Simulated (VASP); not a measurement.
Here is the system:

```
GdS
1.0
    0.00000     2.75449     2.75449
    2.75449     0.00000     2.75449
    2.75449     2.75449     0.00000
Gd S
1 1
Cartesian
  0.00000   0.00000   0.00000
  2.75449   2.75449   2.75449
```

Level of theory: PBEsol GGA, VASP's PBE PAW potentials (set 64) (plane waves; VASP). Settings: 400 eV cut-off, 10×10×10 Γ-centred mesh, first-order Methfessel-Paxton smearing of 0.10 eV, potentials Gd_3 S.

The 4f electrons are frozen in the core of the lanthanide potential, so 4f levels, which can set the real gap, and their magnetism are missing.

**Question.** What does the run give for the energy per atom (σ→0), band gap (on the k-mesh) with the smallest direct gap where there is one?

**Answer.** 
```yaml
band gap (on the k-mesh): none (metal, semimetal or under 0.01 eV)
energy per atom (σ→0): -6.845 eV/atom
```

Only differences to runs with the same potentials and settings are physical.

The structure comes from a computed database's GdS entry (Fm-3m); how it stands against other phases isn't given here. It was relaxed first. The start is the result of an earlier pass. The electron count is odd and the run is not spin-polarised, which forces a metal.
